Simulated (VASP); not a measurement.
Level of theory: PBEsol GGA, VASP's PBE PAW potentials (set 64) (plane waves; VASP 6.6.1). Each cell was relaxed at this level.

Q: Which of these has an unstable (imaginary) mode at Γ?
A. Bi, R-3m (166)
B. Sn, I4_1/amd (141)
C. GeSe, Fm-3m (225)
D. Zn2SeS, P-4m2 (115)

A: C, GeSe, Fm-3m (225). Its optical Γ-point modes are 71i (×3) cm⁻¹.
